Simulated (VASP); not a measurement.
HfSi (relaxed from the CsCl structure, space group Pm-3m): computed properties

Method: r2SCAN meta-GGA, VASP's PBE PAW potentials (set 64) (plane waves; VASP 6.6.1).

```yaml
space_group: Pm-3m (221)
cell: a = b = c = 3.2684 Å, α = β = γ = 90.00°
volume_per_atom: 17.46 Å³/atom
band gap (over mesh and band path): none (metal, semimetal or under 0.01 eV)
density: 9.82 g/cm³
```

```
HfSi
1.0
    3.26838     0.00000     0.00000
    0.00000     3.26838     0.00000
    0.00000     0.00000     3.26838
Hf Si
1 1
Cartesian
  0.00000   0.00000   0.00000
  1.63419   1.63419   1.63419
```

Unless said otherwise, spin-orbit coupling is left out, though it shifts the bands of the heavy elements here.

The structure was generated: HfSi was put into the CsCl type (Pm-3m), which need not be its known phase. It was relaxed first. Symmetry was kept, so distortions that lower it aren't found.
